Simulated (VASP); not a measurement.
Energy against volume of PtAl₂ (fluorite). All values below come from PBE GGA with D4 dispersion, VASP's PBE PAW potentials (set 64) (plane waves; VASP).

```json
[
 {"V (Å³/atom)": "15.967", "E (eV/atom)": "-5.82371"},
 {"V (Å³/atom)": "16.477", "E (eV/atom)": "-5.84702"},
 {"V (Å³/atom)": "16.986", "E (eV/atom)": "-5.85437"},
 {"V (Å³/atom)": "17.496", "E (eV/atom)": "-5.84817"},
 {"V (Å³/atom)": "18.005", "E (eV/atom)": "-5.83043"}
]
```

**Question.** Fit a third-order Birch-Murnaghan equation of state.

**Answer.** 
```json
{
 "volume_per_atom": "16.99 Å³/atom",
 "bulk_modulus": "141 GPa",
 "pressure_derivative_of_the_bulk_modulus": "4.39",
 "lattice_constant_a": "5.886 Å"
}
```

The compound is PtAl2 in the fluorite structure. It was relaxed first.
